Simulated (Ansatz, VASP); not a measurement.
# Cross-check of WSe2 between VASP and Ansatz

Aim: how closely do two programs agree when they are given the same cell, functional and k mesh? The structure shown comes from an earlier Ansatz run, which isn't shown and may have moved the atoms alone.

Calculated with Ansatz 0.2.0; plane waves, with VASP 6.6.1 beside it; elastic constants at LDA.

### Step 1. The starting structure

It takes space group P6_3/mmc (No. 194, hexagonal). The conventional cell has a = 3.251 Å, b = 3.251 Å, c = 12.820 Å, α = 90.00°, β = 90.00°, γ = 120.00°. W has 6 Se at 2.51 Å nearest. Nearest to Se lie 3 W at 2.51 Å. Farther neighbours and most contacts between anions are not listed.

Structure file:

```cif
data_structure
_symmetry_space_group_name_H-M 'P 1'
_symmetry_Int_Tables_number 1
_cell_length_a 3.2507
_cell_length_b 3.2507
_cell_length_c 12.8205
_cell_angle_alpha 90.000
_cell_angle_beta 90.000
_cell_angle_gamma 120.000
_cell_volume 117.32
loop_
_atom_site_label
_atom_site_type_symbol
_atom_site_fract_x
_atom_site_fract_y
_atom_site_fract_z
_atom_site_occupancy
W1 W 0.33333 0.66667 0.25000 1
W2 W 0.66667 0.33333 0.75000 1
Se3 Se 0.33333 0.66667 0.62001 1
Se4 Se 0.66667 0.33333 0.12001 1
Se5 Se 0.33333 0.66667 0.87999 1
Se6 Se 0.66667 0.33333 0.37999 1
```

### Step 2. Ansatz: elastic constants, LDA

Ansatz runs on its default PAW (the set named soft_2) files.

Elastic constants are differences of stresses under small strains, so they test the stress and the mesh.

File input.yaml:

```yaml
crystal:
  lattice:
    - [3.2506738023, 0.0, 0.0]
    - [-1.6253369011, 2.8151660922, 0.0]
    - [0.0, 0.0, 12.8204569264]
  atoms:
    - { symbol: W, position: [0.3333333333, 0.6666666667, 0.25] }
    - { symbol: W, position: [0.6666666667, 0.3333333333, 0.75] }
    - { symbol: Se, position: [0.3333333333, 0.6666666667, 0.6200129764] }
    - { symbol: Se, position: [0.6666666667, 0.3333333333, 0.1200129764] }
    - { symbol: Se, position: [0.3333333333, 0.6666666667, 0.8799870236] }
    - { symbol: Se, position: [0.6666666667, 0.3333333333, 0.3799870236] }
kpoints:
  mp_grid: { grid: [9, 9, 2] }
hamiltonian:
  xc: lda
scf:
  occupations: { method: gaussian, width: 0.02 }
output:
  forces: true
  stress: true
  eigenvalues: true
basis:
  ecutwfc: 290.0
elastic:
  mode: relaxed_ion
  stencil: two_point
```

Run with:

```sh
> ansatz run input.yaml --threads 8 --pin off --max-ram 16384MiB --backend cpu --events-out ev --progress --plain --runs-dir out
```

Numbers of over 12 decimals in the logs are rounded to 6 here.

What it wrote:

```text
Warning: basis.ecutwfc = 290 eV is below the records' recommended 420 eV, and the density's cutoff is lower with it unless basis.ecutrho_ratio is high enough to keep the records' density cutoff: compare with a run at a higher cutoff
Engine: ansatz 0.2.0, aarch64-unknown-linux-gnu
Pseudopotentials: kind: paw
Pseudopotential: W, paw, valence charge 14, recommended cutoff 420 eV (normal), W.paw.azcp
Pseudopotential: Se, paw, valence charge 16, recommended cutoff 420 eV (normal), Se.paw.azcp
Functional definition: SPW92
  exchange = slater_x
  correlation = pw_c
Crystal: 6 atoms, lattice volume = 117.322 Å³
Basis set: ecut = 290 eV, 1337 PW (Γ)
Bands: 56, of which v1, the nominal top of the filled ones, is band 46 counted from 1 (45 counted from 0)
Symmetry: 24 space group operations
Space group: P63/mmc (ITA 194), of the structure as read, at distance tolerance 4.9e-5 Å
k-points: 24 of 162
Non-local potential: W, projectors of the file, l = 0: 3, l = 1: 2, l = 2: 2, l = 3: 1
Non-local potential: Se, projectors of the file, l = 0: 2, l = 1: 2, l = 2: 3, l = 3: 1
PAW form: soft (Blöchl's): semilocal exchange-correlation on the pseudo side does not see the compensation charge
PAW frozen core: W, regenerated for the run's functional, and the local potential with it (the file was generated under x = pbe(κ = 0.804, μ = 0.219515), c = pbe(β = 0.066725))
PAW frozen core: Se, regenerated for the run's functional, and the local potential with it (the file was generated under x = pbe(κ = 0.804, μ = 0.219515), c = pbe(β = 0.066725))
PAW one-centre angular grid: W, 590 points (default); XC on 64 Gauss nodes
PAW one-centre angular grid: Se, 590 points (default); XC on 64 Gauss nodes
Initial density: superposition of atomic densities (neutral atoms: chi_scale 0, normalization atom), corrected by the library's trained network
Initial wavefunctions: pseudopotential atomic-orbital guess
Functional: x = slater, c = lda
SCF iter   1: F=—  HF=-41796.020774 eV  |F-HF|=—  |Δ(HF+E_count)|=         —  Δρ=6.84e-3  dr2=2.07e-2  ethr=1.77e-3  ⟨swp⟩=6.5  Hψ=5121  notcnv=0  defer=2
preconditioner: auto → Resta (q_TF=auto, 2.620 Å⁻¹)  ε∞=6.1  [insulator: Δε(μ)=0.994 eV  Ē_g=9.133 eV  σ=0.020 eV  W_gap=1.00  n_scr=40 (ndim 8)  ℏωp=20.6 eV  f_vac=0.036  D(μ)=0.00/eV (n_scr^D=0)  ε∞_Penn≈6.1]
SCF iter   2: F=—  HF=-41796.006474 eV  |F-HF|=—  |Δ(HF+E_count)|=   1.43e-2  Δρ=3.98e-3  dr2=8.54e-3  ethr=2.25e-5  ⟨swp⟩=2.0  Hψ=2795  notcnv=0  defer=61
SCF iter   3: F=—  HF=-41796.005323 eV  |F-HF|=—  |Δ(HF+E_count)|=   1.15e-3  Δρ=1.53e-3  dr2=2.02e-3  ethr=9.29e-6  ⟨swp⟩=2.3  Hψ=1977  notcnv=0  defer=61
SCF iter   4: F=—  HF=-41796.004980 eV  |F-HF|=—  |Δ(HF+E_count)|=   3.43e-4  Δρ=3.89e-4  dr2=1.74e-4  ethr=2.20e-6  ⟨swp⟩=2.0  Hψ=1507  notcnv=0  defer=61
SCF iter   5: F=—  HF=-41796.004955 eV  |F-HF|=—  |Δ(HF+E_count)|=   2.55e-5  Δρ=9.10e-5  dr2=1.28e-5  ethr=1.89e-7  ⟨swp⟩=2.1  Hψ=1638  notcnv=0  defer=61
SCF iter   6: F=—  HF=-41796.004952 eV  |F-HF|=—  |Δ(HF+E_count)|=   2.66e-6  Δρ=1.74e-5  dr2=5.52e-7  ethr=1.40e-8  ⟨swp⟩=2.1  Hψ=1706  notcnv=0  defer=61
SCF iter   7: F=—  HF=-41796.004948 eV  |F-HF|=—  |Δ(HF+E_count)|=   3.84e-6  Δρ=2.55e-6  dr2=1.30e-8  ethr=6.00e-10  ⟨swp⟩=2.1  Hψ=1690  notcnv=0  defer=61
SCF iter   8: F=—  HF=-41796.004948 eV  |F-HF|=—  |Δ(HF+E_count)|=  3.71e-10  Δρ=5.67e-7  dr2=5.08e-10  ethr=1.41e-11  ⟨swp⟩=2.3  Hψ=1916  notcnv=0  defer=61
SCF iter   9: F=—  HF=-41796.004948 eV  |F-HF|=—  |Δ(HF+E_count)|=  3.64e-11  Δρ=1.43e-7  dr2=3.17e-11  ethr=5.52e-13 (applied; sched 1.00e-12)  ⟨swp⟩=2.0  Hψ=2339  notcnv=0  defer=61
SCF iter  10: F=—  HF=-41796.004948 eV  |F-HF|=—  |Δ(HF+E_count)|=  1.46e-11  Δρ=4.09e-8  dr2=2.06e-12  ethr=3.44e-14 (applied; sched 1.00e-12)  ⟨swp⟩=2.0  Hψ=2329  notcnv=0  defer=61
[...]
SCF 1 converged in 11 iterations: F = -41796.004948 eV  dr2 = 8.76e-14
  greatest PAW one-centre occupation: 1.000 electrons in one spin orbital (limit 2), on the W atom at site 1 (counted from 0), in its partial waves of l = 0
relax step   1: F+E_penalty+E_count = -41796.00494836 eV  Δ(F+E_penalty+E_count) = +0.000e0 eV  max|allowed force component| = 2.104e-4 eV/Å  Δτ_max = 0.0000 Å  (11 SCF iters, accepted)
Initial density: handed on by an earlier stage of this run
Initial wavefunctions: pseudopotential atomic-orbital guess (no wavefunctions were taken with the density)
[...]
SCF iter   3: F=—  HF=-41796.005758 eV  |F-HF|=—  |Δ(HF+E_count)|=   1.36e-8  Δρ=5.30e-6  dr2=1.92e-8  ethr=8.65e-11  ⟨swp⟩=1.9  Hψ=2798  notcnv=0  defer=124
SCF iter   4: F=—  HF=-41796.005758 eV  |F-HF|=—  |Δ(HF+E_count)|=   3.03e-9  Δρ=5.61e-7  dr2=5.28e-10  ethr=2.08e-11  ⟨swp⟩=2.0  Hψ=3521  notcnv=0  defer=124
SCF iter   5: F=—  HF=-41796.005758 eV  |F-HF|=—  |Δ(HF+E_count)|=  1.53e-10  Δρ=2.12e-7  dr2=7.66e-11  ethr=5.74e-13 (applied; sched 1.00e-12)  ⟨swp⟩=2.0  Hψ=4871  notcnv=0  defer=124
SCF iter   6: F=—  HF=-41796.005758 eV  |F-HF|=—  |Δ(HF+E_count)|=  7.28e-12  Δρ=7.17e-8  dr2=1.25e-11  ethr=8.32e-14 (applied; sched 1.00e-12)  ⟨swp⟩=2.0  Hψ=4869  notcnv=0  defer=124
SCF iter   7: F=—  HF=-41796.005758 eV  |F-HF|=—  |Δ(HF+E_count)|=  7.28e-12  Δρ=4.06e-8  dr2=5.24e-12  ethr=1.35e-14 (applied; sched 1.00e-12)  ⟨swp⟩=2.4  Hψ=4093  notcnv=0  defer=124
SCF iter   8: F=—  HF=-41796.005758 eV  |F-HF|=—  |Δ(HF+E_count)|=    0.00e0  Δρ=1.05e-8  dr2=1.36e-13  ethr=5.70e-15 (applied; sched 1.00e-12)  ⟨swp⟩=2.1  Hψ=3307  notcnv=0  defer=124
SCF iter   9: F=-41796.005758 eV  HF=-41796.005758 eV  |F-HF|=7.28e-12  |Δ(HF+E_count)|=  7.28e-12  Δρ=2.36e-9  dr2=7.93e-15  ethr=1.00e-12  ⟨swp⟩=3.9  Hψ=8162  notcnv=0
SCF 33 converged in 9 iterations: F = -41796.005758 eV  dr2 = 7.93e-15
relax step   5: F+E_penalty+E_count = -41796.00575813 eV  Δ(F+E_penalty+E_count) = -1.423e-7 eV  max|allowed force component| = 4.217e-5 eV/Å  Δτ_max = 0.0003 Å  (9 SCF iters, accepted)
iter 1 solved again at ethr=1.00e-12 eV; its pass at ethr=3.10e-3 eV (dr2=2.56e-14 eV) is discarded
SCF iter   1: F=—  HF=-41796.005758 eV  |F-HF|=—  |Δ(HF+E_count)|=         —  Δρ=2.36e-9  dr2=7.89e-15  ethr=1.00e-12  ⟨swp⟩=1.8  Hψ=8424  notcnv=0
SCF iter   2: F=-41796.005758 eV  HF=-41796.005758 eV  |F-HF|=0.00e0  |Δ(HF+E_count)|=    0.00e0  Δρ=1.48e-9  dr2=3.23e-15  ethr=1.00e-12  ⟨swp⟩=4.9  Hψ=10053  notcnv=0
SCF 34 converged in 2 iterations: F = -41796.005758 eV  dr2 = 3.23e-15
SCF converged after 8 iterations
Free energy (F): -41796.004948 eV
Harris-Foulkes:  -41796.004948 eV  (|F-HF|=0.00e0)
Internal energy: -41796.004948 eV  (E = F + TS)
E sigma→0 (E₀):  -41796.004948 eV
Fermi energy:    13.762434 eV
--- Per-component energies (eV) ---
  E_band       = -1670.032360
  E_kinetic    = 1387.293742
  E_local      = -11213.780415  (includes V_loc(G=0)·N_el)
  E_nonlocal   = -2334.413913
  E_hartree    = 5396.954893
  E_xc         = -949.240591
  E_vxc        = -878.074897  (∫ρ·V_xc dr)
  E_paw        = -23935.449559  (= ΣΔE_a)
  E_vpaw       = 575.033791  (= ΣTr[D̂ρ^β])
  E_aug_tail   = -0.000445  (compensation charges beyond the density's cutoff)
  E_ewald      = -10156.804414
  E_core_change = 9.435755  (= ΣΔE_core)
  E_smearing   = -0.000000  (= −TS)
  E_closure    = 0.000000  (closes the sum)
  Σ components = -41796.004948   (vs F -41796.004948, Δ=0.00e0)
--- Forces (eV/Å), atoms counted from 1 ---
  atom   1  W      0.00000000     0.00000000    -0.00000000
  atom   2  W     -0.00000000     0.00000000     0.00000000
  atom   3  Se     0.00000000    -0.00000000    -0.00000003
  atom   4  Se    -0.00000000     0.00000000    -0.00000003
  atom   5  Se     0.00000000    -0.00000000     0.00000003
  atom   6  Se    -0.00000000     0.00000000     0.00000003
  max |Σ_I F_I| component: 5.78e-18 eV/Å
--- Stress (GPa, compression-positive) ---
        0.003119       0.000000       0.000000
        0.000000       0.003119      -0.000000
        0.000000      -0.000000      -0.030250
  P = ⅓ Tr σ = -0.0080 GPa (-0.080 kbar)
--- Band table (eV; the first three rows and the last of 24) ---
  k-point 0: bands = [... 42 lower, 11.7792, 12.0103, 12.2547, 13.2664, 15.9968, 15.9968, 16.0528, 16.0528, ... 6 higher]
  k-point 1: bands = [... 42 lower, 11.7516, 11.7516, 13.0430, 13.0430, 16.0029, 16.0029, 16.0029, 16.0029, ... 6 higher]
  k-point 2: bands = [... 42 lower, 11.6494, 12.0606, 12.4640, 12.9463, 15.4567, 15.6607, 15.7892, 15.7967, ... 6 higher]
  k-point 23: bands = [... 42 lower, 10.4752, 10.4752, 12.8776, 12.8776, 14.6576, 14.6576, 15.6372, 15.6372, ... 6 higher]
--- Elastic constants: 3 strain directions × 2 members + reference (group order 24) ---
  dense FFT box of the reference and of every strained cell: 20×20×72
  strains applied: 11, 33, 23; error gains: componentwise 1.00 (the most a stress slope's error grows in a printed constant), spectral 1.41 (1 for all six strains in a standard setting)
  reference relaxed by the batch: 3 steps; max|allowed force component| 2.10e-4 eV/Å at the deck's positions, 5.12e-9 at the last accepted step, 2.99e-8 by the solve of record
  largest displacement 1.1e-5 Å; the constants are those of the deck's cell at these positions:
  atoms:
    - { symbol: W, position: [0.333333, 0.666667, 0.25] }
    - { symbol: W, position: [0.666667, 0.333333, 0.750000] }
    - { symbol: Se, position: [0.333333, 0.666667, 0.620012] }
    - { symbol: Se, position: [0.666667, 0.333333, 0.120012] }
    - { symbol: Se, position: [0.333333, 0.666667, 0.879988] }
    - { symbol: Se, position: [0.666667, 0.333333, 0.379988] }
  C = ∂σ_k/∂η_j (tension-positive GPa; Voigt order 11 22 33 23 13 12):
       209.559     40.203     11.166      0.000     -0.000     -0.000
        40.203    209.559     11.166     -0.000      0.000     -0.000
        11.708     11.708     48.642      0.000     -0.000     -0.000
        -0.000      0.000      0.000     20.699      0.000     -0.000
         0.000     -0.000      0.000      0.000     20.699      0.000
         0.000      0.000      0.000     -0.000      0.000     84.678
  reference stress σ⁰ (GPa):     -0.003     -0.003      0.030      0.000     -0.000     -0.000
  C* (energy form; C + prestress term) asymmetry max|C*_kj − C*_jk| = 5.755e-1 GPa — a small one proves nothing (zero by symmetry where the batch's group is 432, −43m or m−3m); a large one is finite-difference/SCF noise where every solve meets its electron count
  moduli (Voigt/Reuss/Hill, GPa): K = 65.99/39.45/52.72   G = 52.19/32.56/42.38   E = 100.27   ν = 0.183
  mechanically stable: yes (min eigenvalue of sym C = 20.70 GPa)
  strain η (Voigt 11):  stress-route row diagonal C_11 = 209.56 GPa, energy-path curvature d²(F+E_count+ΔE)/dδ²/Ω₀ = 227.79 GPa
         δ    σ_11 (GPa)             F (eV)   n_scf  n_hpsi   n_pw
    -2.000e-3      -0.4249      -41796.0052356       2   19208   1339   relax 6 steps, max|allowed force component| 5.87e-6 eV/Å
     2.000e-3       0.4133      -41796.0049883       2   19156   1344   relax 3 steps, max|allowed force component| 1.23e-6 eV/Å
  strain η (Voigt 33):  stress-route row diagonal C_33 = 48.64 GPa, energy-path curvature d²(F+E_count+ΔE)/dδ²/Ω₀ = 72.62 GPa
         δ    σ_33 (GPa)             F (eV)   n_scf  n_hpsi   n_pw
    -2.000e-3      -0.0693      -41796.0066651       2    9251   1339   relax 3 steps, max|allowed force component| 1.38e-6 eV/Å
     2.000e-3       0.1252      -41796.0054977       2    9275   1347   relax 3 steps, max|allowed force component| 1.75e-6 eV/Å
  strain η (Voigt 23):  stress-route row diagonal C_44 = 20.70 GPa, energy-path curvature d²(F+E_count+ΔE)/dδ²/Ω₀ = 33.94 GPa
         δ    σ_23 (GPa)             F (eV)   n_scf  n_hpsi   n_pw
    -2.000e-3      -0.0414      -41796.0057581       2   19241   1342   relax 4 steps, max|allowed force component| 2.36e-5 eV/Å
     2.000e-3       0.0414      -41796.0057581       2   19189   1342   relax 5 steps, max|allowed force component| 4.22e-5 eV/Å
```

(Continued in part 2 of 2.)

[Lines on the potential files, build, host, timing and source positions are cut from VASP's logs without a mark.]

[Logs are printed without paths, hosts, clocks, repeated set-up lines and the standing remarks that a program may print on its own settings, such as how far it seeks lower states.]

[Hosts, paths, dates, database ids (printed as entryN), source tags and the programs' standing remarks are cut or masked in the printed files.]
